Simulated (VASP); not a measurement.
Input:

CoSi$_{2}$ has the cubic space group Fm-3m (No. 225), Pearson symbol cF12. Lattice parameters: a = 5.3574 Å, b = 5.3574 Å, c = 5.3574 Å, α = 90.00°, β = 90.00°, γ = 90.00°. Co on 4a sees 8 Si at 2.320 Å (cubic). Si on 8c sees 4 Co at 2.320 Å and 6 Si at 2.679 Å. (Neighbours: up to the widest gap in distance over summed covalent radii, below 1.35, at either atom; cation-cation and far metal-metal contacts left out.)
(The calculation used a cell of 3 atoms; values per cell refer to that cell.)

Level of theory: PBE GGA, VASP's PBE PAW potentials (set 64) (plane waves; VASP). Settings: 480 eV cut-off, 10×10×10 Γ-centred mesh, first-order Methfessel-Paxton smearing of 0.10 eV, potentials Co Si.

Each relaxation starts from this cell; other phases were not tried.

### Question
The cell is relaxed at 2 GPa. What happens?

### Answer
The volume per atom goes from 12.81 to 12.68 Å³ (-1.1 %), and the cell becomes a = b = c = 5.3385 Å, α = β = γ = 90.00°, space group Fm-3m.

### Question
The cell is relaxed at 10 GPa. What happens?

### Answer
The volume per atom goes from 12.81 to 12.19 Å³ (-4.8 %), and the cell becomes a = b = c = 5.270 Å, α = β = γ = 90.00°, space group Fm-3m.

Failed runs are left out, and for metals the shear rows, which the mesh's noise covers.

The compound is CoSi2 in the fluorite structure. The run is not spin-polarised, so no magnetic state was tried. The electron count is odd and the run is not spin-polarised, which forces a metal.
